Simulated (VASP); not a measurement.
Input:

```xyz
2
Lattice="0.0000 2.4809 2.4809 2.4809 0.0000 2.4809 2.4809 2.4809 0.0000" Properties=species:S:1:pos:R:3 pbc="T T T"
Be     0.0000     0.0000     0.0000
Se     1.2404     1.2404     1.2404
```

Computed with PBEsol GGA, VASP's PBE PAW potentials (set 64) (plane waves; VASP). Run with 500 eV cut-off, 9×9×9 Γ-centred mesh, Gaussian smearing of 0.050 eV, potentials Be Se.

What does the run give for the energy per atom (σ→0), pressure?

```
Item                            Value
---------------------  --------------
energy per atom (σ→0)  -4.677 eV/atom
pressure                    10.00 GPa
```

Only differences to runs with the same potentials and settings are physical.

The compound is BeSe in the zinc blende structure. It was relaxed first under an external pressure of 10 GPa.
